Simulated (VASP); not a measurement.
Input of a VASP 6.6.1 run:

Contents of INCAR:

```
  PREC = Accurate
  ENCUT = 400
  EDIFF = 1E-7
  ISMEAR = 1
  SIGMA = 0.1
  LREAL = Auto
  LASPH = True
  NELM = 100
  ALGO = Fast
  ISIF = 2
  LWAVE = False
  LCHARG = False
  GGA = MK
  LUSE_VDW = True
  AGGAC = 0.0
  PARAM1 = 0.1234
  PARAM2 = 0.711357
  ZAB_VDW = -1.8867
  ISYM = 0
  KPAR = 4
```

File KPOINTS:

```
Automatic mesh
0
Gamma
  6 6 1
```

File POSCAR:

```
Ru16CO
1.0
    5.4000000000      0.0000000000      0.0000000000
    2.7000000000      4.6765371804      0.0000000000
    0.0000000000      0.0000000000     22.9152000000
Ru C O
16 1 1
Direct
    0.8333000000      0.3333000000      0.1091000000
    0.3333000000      0.3333000000      0.1091000000
    0.8333000000      0.8333000000      0.1091000000
    0.3333000000      0.8333000000      0.1091000000
    0.0000000000      0.0000000000      0.2024000000
    0.5000000000      0.0000000000      0.2024000000
    0.0000000000      0.5000000000      0.2024000000
    0.5000000000      0.5000000000      0.2024000000
    0.8325000000      0.3351000000      0.2951000000
    0.3334000000      0.3333000000      0.2943000000
    0.8324000000      0.8325000000      0.2952000000
    0.3351000000      0.8325000000      0.2951000000
    0.0000000000      0.9999000000      0.3904000000
    0.5007000000      0.9986000000      0.3855000000
    0.9987000000      0.5006000000      0.3855000000
    0.5008000000      0.5007000000      0.3855000000
    0.0006000000      0.9986000000      0.4726000000
    0.0009000000      0.9977000000      0.5232000000
```

Potentials or basis: VASP PAW PBE potentials, release 64 (Ru_pv, C, O).

Run with:

```bash
$ cat potpaw_PBE.64/Ru_pv/POTCAR potpaw_PBE.64/C/POTCAR potpaw_PBE.64/O/POTCAR > POTCAR
$ mpirun -np 4 vasp_std > vasp.out
```

Question: Predict the band gap on the k mesh.

Answer: None (metal or under the smearing width).

Question: Estimate the largest force.

Answer: 0.704 eV/Å.

Forces on the atoms (eV/Å):
```
Ru   0.001  0.011  0.523
Ru   0.000  0.001  0.670
Ru  -0.009 -0.005  0.524
Ru   0.010 -0.004  0.523
Ru  -0.005 -0.003 -0.436
Ru   0.004 -0.005 -0.702
Ru   0.000  0.006 -0.701
Ru   0.001  0.001 -0.704
Ru  -0.003 -0.004  0.066
Ru  -0.001  0.004  0.045
Ru   0.006 -0.001  0.027
Ru  -0.005 -0.002  0.065
Ru   0.006  0.003 -0.113
Ru  -0.003  0.011  0.032
Ru   0.006 -0.008  0.028
Ru  -0.010 -0.007  0.022
C    0.000  0.004 -0.497
O    0.000 -0.002  0.631
```

Caveat: the standard files for N, O and F lose accuracy on very short bonds; the PAW data sets were made with another functional, which shifts forces and pressure a little.
